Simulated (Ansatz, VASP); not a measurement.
## Cross-check of Ti (linear Ti chain) between VASP and Ansatz

Wanted: the spread between two codes on one cell, functional and k mesh. The structure shown is the end of the Ansatz relaxation below.

Method: plane waves, with VASP 6.6.1 beside it; single point at PBE, in Ansatz 0.2.0.

## 1. Starting point

The cell holds 2 atoms: 2 Ti. Its edges and angles: a = 7.500 Å, b = 7.500 Å, c = 4.475 Å, α = 90.0°, β = 90.0°, γ = 90.0°. Vacuum lies along a and b. The structure's axis is c.

As a file:

```cif
data_structure
_symmetry_space_group_name_H-M 'P 1'
_symmetry_Int_Tables_number 1
_cell_length_a 7.5000
_cell_length_b 7.5000
_cell_length_c 4.4747
_cell_angle_alpha 90.000
_cell_angle_beta 90.000
_cell_angle_gamma 90.000
_cell_volume 251.70
loop_
_atom_site_label
_atom_site_type_symbol
_atom_site_fract_x
_atom_site_fract_y
_atom_site_fract_z
_atom_site_occupancy
Ti1 Ti 0.50000 0.50000 0.00000 1
Ti2 Ti 0.50000 0.50000 0.50000 1
```

## 2. Ansatz: relaxation, PBE

Ansatz runs on its default PAW (the set named soft_2) files.

This run makes the geometry at which the two programs are then compared.

input.yaml reads:

```yaml
crystal:
  lattice:
    - [7.5, 0.0, 0.0]
    - [0.0, 7.5, 0.0]
    - [0.0, 0.0, 6.08]
  atoms:
    - { symbol: Ti, position: [0.5, 0.5, 0.0] }
    - { symbol: Ti, position: [0.5, 0.5, 0.5] }
kpoints:
  mp_grid: { grid: [1, 1, 14] }
scf:
  occupations: { method: fermi_dirac, width: 0.05 }
hamiltonian:
  xc: pbe
relax:
  cell: { fix: [a, b, alpha, beta, gamma] }
  max_steps: 60
```

On the command line:

```bash
> ansatz run input.yaml --threads 4 --pin off --max-ram 8192MiB --backend cpu --events-out ev --progress --plain --runs-dir out
```

Numbers of over 12 decimals in the logs are rounded to 6 here.

What it wrote:

```text
Engine: ansatz 0.2.0, aarch64-unknown-linux-gnu
Pseudopotentials: kind: paw
Pseudopotential: Ti, paw, valence charge 12, recommended cutoff 420 eV (normal), Ti.paw.azcp
Functional definition: PBE
  parameter kappa = 0.804
  parameter beta = 0.066725
  exchange = pbe_x(kappa = kappa, mu = beta*pi^2/3)
  correlation = pbe_c(beta = beta)
Crystal: 2 atoms, lattice volume = 342.000 Å³
Basis set: ecut = 420 eV, 6669 PW (Γ), exchange–correlation on 108×108×90 points (8 copies of the dense FFT grid, shifted against one another)
Bands: 16, of which v1, the nominal top of the filled ones, is band 12 counted from 1 (11 counted from 0)
Symmetry: 32 space group operations
Space group: P4/mmm (ITA 123), of the structure as read, at distance tolerance 7.0e-5 Å
k-points: 8 of 14
Non-local potential: Ti, projectors of the file, l = 0: 3, l = 1: 2, l = 2: 3, l = 3: 1
PAW form: soft (Blöchl's): semilocal exchange-correlation on the pseudo side does not see the compensation charge
PAW one-centre angular grid: Ti, 590 points (default); XC on 64 Gauss nodes
Initial density: superposition of atomic densities (neutral atoms: chi_scale 0, normalization atom), corrected by the library's trained network
Initial wavefunctions: pseudopotential atomic-orbital guess
Functional: x = pbe(κ = 0.804, μ = 0.219515), c = pbe(β = 0.066725)
SCF iter   1: F=—  HF=-4990.378330 eV  |F-HF|=—  |Δ(HF+E_count)|=         —  Δρ=5.43e-3  dr2=5.06e-2  ethr=1.77e-3  ⟨swp⟩=5.9  Hψ=1403  notcnv=0
automatic band count: the SCF goes on with 20 bands, as 16 were too few: the levels above may hold too much charge
preconditioner: auto → LDOS  [metal: Δε(μ)=0.006 eV  Ē_g=1.241 eV  σ=0.050 eV  W_gap=0.03  n_scr=30 (ndim 8)  ℏωp=5.7 eV  f_vac=0.580  D(μ)=19.42/eV (n_scr^D=186)  β→1.0]
SCF iter   2: F=—  HF=-4990.423163 eV  |F-HF|=—  |Δ(HF+E_count)|=   4.48e-2  Δρ=1.14e-2  dr2=2.39e-1  ethr=2.11e-4  ⟨swp⟩=2.5  Hψ=378  notcnv=0  recentre
SCF iter   3: F=—  HF=-4990.371880 eV  |F-HF|=—  |Δ(HF+E_count)|=   5.13e-2  Δρ=2.23e-3  dr2=9.60e-3  ethr=2.11e-4  ⟨swp⟩=2.8  Hψ=318  notcnv=0
SCF iter   4: F=—  HF=-4990.373589 eV  |F-HF|=—  |Δ(HF+E_count)|=   1.71e-3  Δρ=7.53e-4  dr2=9.12e-4  ethr=4.00e-5  ⟨swp⟩=2.0  Hψ=191  notcnv=0
SCF iter   5: F=—  HF=-4990.374374 eV  |F-HF|=—  |Δ(HF+E_count)|=   7.85e-4  Δρ=3.79e-4  dr2=2.89e-4  ethr=3.80e-6  ⟨swp⟩=3.0  Hψ=329  notcnv=0
SCF iter   6: F=—  HF=-4990.374455 eV  |F-HF|=—  |Δ(HF+E_count)|=   8.02e-5  Δρ=7.05e-5  dr2=2.72e-5  ethr=1.20e-6  ⟨swp⟩=3.0  Hψ=334  notcnv=0
SCF iter   7: F=—  HF=-4990.374285 eV  |F-HF|=—  |Δ(HF+E_count)|=   1.70e-4  Δρ=2.50e-5  dr2=4.03e-6  ethr=1.13e-7  ⟨swp⟩=2.0  Hψ=195  notcnv=0
SCF iter   8: F=—  HF=-4990.374286 eV  |F-HF|=—  |Δ(HF+E_count)|=   1.57e-6  Δρ=1.75e-5  dr2=1.03e-6  ethr=1.68e-8  ⟨swp⟩=2.0  Hψ=196  notcnv=0
SCF iter   9: F=—  HF=-4990.374286 eV  |F-HF|=—  |Δ(HF+E_count)|=   5.23e-8  Δρ=8.81e-6  dr2=2.74e-7  ethr=4.30e-9  ⟨swp⟩=1.9  Hψ=172  notcnv=0
SCF iter  10: F=-4990.374286 eV  HF=-4990.374286 eV  |F-HF|=5.57e-10  |Δ(HF+E_count)|=   1.55e-8  Δρ=1.59e-6  dr2=4.85e-9  ethr=4.17e-10  ⟨swp⟩=4.4  Hψ=456  notcnv=0
SCF 1 converged in 10 iterations: F = -4990.374286 eV  dr2 = 4.85e-9
  greatest PAW one-centre occupation: 0.999 electrons in one spin orbital (limit 2), on the Ti atom at site 1 (counted from 0), in its partial waves of l = 0
relax step   1: F+E_penalty+E_count = -4990.37428626 eV  Δ(F+E_penalty+E_count) = +0.000e0 eV  max|allowed force component| = 6.311e-30 eV/Å  Δτ_max = 0.0000 Å  P = -1.632 GPa  Ω = 342.000 Å³  fix = [a, b, alpha, beta, gamma]  reactions: a -0.328, b -0.328 GPa  (10 SCF iters, dr2 threshold 1.00e-7 eV, accepted)
[...]
relax step   6: F+E_penalty+E_count = -4992.17751733 eV  Δ(F+E_penalty+E_count) = -1.959e-1 eV  max|allowed force component| = 7.889e-31 eV/Å  Δτ_max = 0.0000 Å  P = -0.542 GPa  Ω = 257.355 Å³  energy of the carried Pulay correction = +6.504e-4 eV  fix = [a, b, alpha, beta, gamma]  reactions: a -0.411, b -0.411 GPa  (8 SCF iters, dr2 threshold 2.00e-7 eV, accepted)
[...]
relax step   7: F+E_penalty+E_count = -4992.19103687 eV  Δ(F+E_penalty+E_count) = -1.352e-2 eV  max|allowed force component| = 1.578e-30 eV/Å  Δτ_max = 0.0000 Å  P = -0.235 GPa  Ω = 250.847 Å³  energy of the carried Pulay correction = +7.137e-4 eV  fix = [a, b, alpha, beta, gamma]  reactions: a -0.421, b -0.421 GPa  (7 SCF iters, dr2 threshold 2.00e-7 eV, accepted)
[...]
relax step   8: F+E_penalty+E_count = -4992.19144003 eV  Δ(F+E_penalty+E_count) = -4.032e-4 eV  max|allowed force component| = 1.972e-31 eV/Å  Δτ_max = 0.0000 Å  P = -0.275 GPa  Ω = 251.704 Å³  energy of the carried Pulay correction = +7.053e-4 eV  fix = [a, b, alpha, beta, gamma]  reactions: a -0.420, b -0.420 GPa  (6 SCF iters, dr2 threshold 4.80e-8 eV, accepted)
[...]
relax step   9: F+E_penalty+E_count = -4992.18987773 eV  Δ(F+E_penalty+E_count) = +1.562e-3 eV  max|allowed force component| = 1.578e-29 eV/Å  Δτ_max = 0.0000 Å  P = -0.272 GPa  Ω = 251.704 Å³  fix = [a, b, alpha, beta, gamma]  reactions: a -0.417, b -0.417 GPa  stress off target by 1.84e-2 GPa on what of the cell is left free  SCF on the basis re-selected at this cell (its energy is not comparable with the rows above)  (7 SCF iters)
basis re-selected at this cell: Δ(F+E_penalty+E_count) = +1.562e-3 eV, ΔP = +0.003 GPa vs the last step (what re-selecting the basis moved, of the pressure what is left beyond the Pulay correction that the steps carried, after the strain that the cell walked since its last selection, with what the two solves' SCF thresholds leave and, on support functions, any second-order correction that the steps lacked; it is no measure of the basis error at this ecutwfc). The dense FFT grid was sized anew with the basis: this SCF ran on 54×54×30 points, the steps before it on 54×54×45, so part of this shift can come from that change (see relax.cell in the input reference). [rest of the remark cut]
SCF converged after 7 iterations
Free energy (F): -4992.189878 eV
Harris-Foulkes:  -4992.189878 eV  (|F-HF|=6.37e-12)
Internal energy: -4992.125021 eV  (E = F + TS)
E sigma→0 (E₀):  -4992.157449 eV
Entropy (-TS):   -0.064857 eV (-32.429 meV/atom)
Fermi energy:    -1.098644 eV
--- Per-component energies (eV) ---
  E_band       = -657.536048
  E_kinetic    = 548.841580
  E_local      = -5104.910452  (includes V_loc(G=0)·N_el)
  E_nonlocal   = 26.722947
  E_hartree    = 2229.856397
  E_xc         = -189.677454
  E_vxc        = -236.695400  (∫ρ·V_xc dr)
  E_paw        = -2100.992515  (= ΣΔE_a)
  E_vpaw       = -351.207951  (= ΣTr[D̂ρ^β])
  E_aug_tail   = 0.000261  (compensation charges beyond the density's cutoff)
  E_ewald      = -401.965785
  E_smearing   = -0.064857  (= −TS)
  E_closure    = -0.000000  (closes the sum)
  Σ components = -4992.189878   (vs F -4992.189878, Δ=0.00e0)
--- Forces (eV/Å), atoms counted from 1 ---
  atom   1  Ti     0.00000000     0.00000000     0.00000000
  atom   2  Ti     0.00000000     0.00000000     0.00000000
  max |Σ_I F_I| component: 1.01e-28 eV/Å
--- Stress (GPa, compression-positive) ---
       -0.416885       0.000000       0.000000
        0.000000      -0.416885       0.000000
        0.000000       0.000000       0.018385
  P = ⅓ Tr σ = -0.2718 GPa (-2.718 kbar)
--- Relaxed structure (8 steps of the walk, 8 accepted, 1 SCFs on fresh bases) ---
  F+E_penalty+E_count = -4992.18987773 eV   max|allowed force component| = 1.578e-29 eV/Å   (the final SCF, on the basis selected at the relaxed cell)
  cell:  # Å, volume = 251.7038 Å³
    - [7.5, 0, 0.0]
    - [0, 7.5, 0.0]
    - [0.0, 0.0, 4.474735]
  atoms:
    - { symbol: Ti, position: [0.5, 0.5, 0.0] }
    - { symbol: Ti, position: [0.5, 0.5, 0.5] }
```

## 3. VASP: single point, PBE, pair 1

The same cell, functional, mesh and smearing now go to VASP, with its own data sets.

Lines of VASP's logs that name or quote its potential files are left out, and so is its time.

INCAR reads:

```
SYSTEM = Ti
PREC = Accurate
ENCUT = 500
EDIFF = 1E-06
NELM = 120
ISMEAR = -1
SIGMA = 0.05
LREAL = .FALSE.
ALGO = Normal
GGA = PE
NBANDS = 18
LASPH = .TRUE.
LORBIT = 11
LWAVE = .FALSE.
LCHARG = .FALSE.
ISIF = 2
GGA_COMPAT = .FALSE.
KPAR = 2
```

POSCAR reads:

```
Ti
1.0
    7.5000000000      0.0000000000      0.0000000000
    0.0000000000      7.5000000000      0.0000000000
    0.0000000000      0.0000000000      4.4747347903
Ti
2
Direct
    0.5000000000      0.5000000000      0.0000000000
    0.5000000000      0.5000000000      0.5000000000
```

KPOINTS reads:

```
Automatic mesh
0
Gamma
1 1 14
0 0 0
```

PAW data sets: Ti_sv (PBE family, release 64).

On the command line:

```bash
> mpirun -np 2 vasp_std
```

What it wrote:

```text
[banner, memory and clock lines left out]
running    2 mpi-ranks, on    1 nodes
 distrk:  each k-point on    1 cores,    2 groups
 distr:  one band on    1 cores,    1 groups

 POSCAR found type information on POSCAR Ti
 POSCAR found :  1 types and       2 ions
 LDA part: xc-table for (Slater+PW92), standard interpolation
 POSCAR, INCAR and KPOINTS ok, starting setup
 FFT: planning ... GRIDC
 FFT: planning ... GRID_SOFT
 FFT: planning ... GRID
 WAVECAR not read
 entering main loop
       N       E                     dE             d eps       ncg     rms          rms(c)
DAV:   1     0.180230710573E+03    0.18023E+03   -0.12461E+04   400   0.105E+03
DAV:   2     0.180414185809E+02   -0.16219E+03   -0.16042E+03   374   0.312E+02
DAV:   3    -0.628774729385E+01   -0.24329E+02   -0.23449E+02   554   0.919E+01
DAV:   4    -0.932325225429E+01   -0.30355E+01   -0.29399E+01   372   0.291E+01
DAV:   5    -0.964836738655E+01   -0.32512E+00   -0.32104E+00   438   0.756E+00    0.997E+00
DAV:   6    -0.867761578380E+01    0.97075E+00   -0.60191E-01   344   0.963E+00    0.497E+00
DAV:   7    -0.854075035271E+01    0.13687E+00   -0.67072E-01   432   0.870E+00    0.119E+00
DAV:   8    -0.852239053548E+01    0.18360E-01   -0.72397E-02   392   0.240E+00    0.701E-01
DAV:   9    -0.852808720244E+01   -0.56967E-02   -0.21848E-02   390   0.154E+00    0.371E-01
DAV:  10    -0.852534494356E+01    0.27423E-02   -0.49940E-03   412   0.556E-01    0.170E-01
DAV:  11    -0.852540060878E+01   -0.55665E-04   -0.15913E-03   380   0.349E-01    0.483E-02
DAV:  12    -0.852603916707E+01   -0.63856E-03   -0.37286E-04   408   0.142E-01    0.157E-02
DAV:  13    -0.852625824316E+01   -0.21908E-03   -0.10609E-04   402   0.519E-02    0.238E-02
DAV:  14    -0.852633460500E+01   -0.76362E-04   -0.74017E-05   346   0.555E-02    0.729E-03
DAV:  15    -0.852634132292E+01   -0.67179E-05   -0.13486E-05   366   0.251E-02    0.533E-03
DAV:  16    -0.852634194159E+01   -0.61868E-06   -0.54039E-06   310   0.174E-02
   1 F= -.85263419E+01 E0= -.84946506E+01  d E =-.633827E-01
```

(Continued in part 2 of 2.)

[Lines on the potential files, build, host, timing and source positions are cut from VASP's logs without a mark.]

[Logs are printed without paths, hosts, clocks, repeated set-up lines and the standing remarks that a program may print on its own settings, such as how far it seeks lower states.]

[Hosts, paths, dates, database ids (printed as entryN), source tags and the programs' standing remarks are cut or masked in the printed files.]
